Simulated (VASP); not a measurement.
These are PBEsol GGA, VASP's PBE PAW potentials (set 64) (plane waves; VASP) values and carry that method's errors.

Gaps are without spin-orbit coupling.

Problem. Order these relaxed crystals by band gap, smallest first: HgO, P3_121 (152); InSe, C2/m (12); Se, R-3 (148); SrCl2, Fm-3m (225).

Solution. InSe, C2/m (12) (0.67 eV), Se, R-3 (148) (0.99 eV), HgO, P3_121 (152) (1.20 eV), SrCl2, Fm-3m (225) (5.22 eV)
